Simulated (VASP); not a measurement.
Here is a VASP 6.6.1 calculation.

File INCAR:

```
SYSTEM = Zr3MoC
  PREC = Accurate
  ENCUT = 600
  EDIFF = 1E-6
  ISMEAR = -1
  SIGMA = 0.05
  LREAL = .FALSE.
  LASPH = .TRUE.
  NELM = 80
  ALGO = Fast
  ISIF = 3
  LWAVE = .FALSE.
  LCHARG = .FALSE.
  GGA = CX
  LUSE_VDW = .TRUE.
  AGGAC = 0.0
  IBRION = 2
  NSW = 60
  EDIFFG = -0.01
```

KPOINTS

```
Automatic mesh
0
G
  5 5 5
  0 0 0
```

POSCAR

```
Zr3MoC
1.0
    4.9425100000      0.0000000000      0.0000000000
    0.0000000000      4.9425100000      0.0000000000
    0.0000000000      0.0000000000      4.9425100000
Zr Mo C
3 1 1
Direct
    0.5000000000      0.0000000000      0.0000000000
    0.0000000000      0.5000000000      0.0000000000
    0.0000000000      0.0000000000      0.5000000000
    0.0000000000      0.0000000000      0.0000000000
    0.5000000000      0.5000000000      0.5000000000
```

Potentials or basis: VASP PAW PBE potentials, release 64 (Zr_sv, Mo_sv, C).

The run is started by

```console
$ cat potpaw_PBE.64/Zr_sv/POTCAR potpaw_PBE.64/Mo_sv/POTCAR potpaw_PBE.64/C/POTCAR > POTCAR
$ mpirun -np 1 vasp_std > vasp.out
```

(1) Predict the band gap on the k mesh.

(2) Predict the relaxed volume.

Results:

(1) none (metal or under the smearing width).

(2) 23.64 Å³/atom.

Caveat: the PAW data sets were made with another functional, which shifts forces and pressure a little.
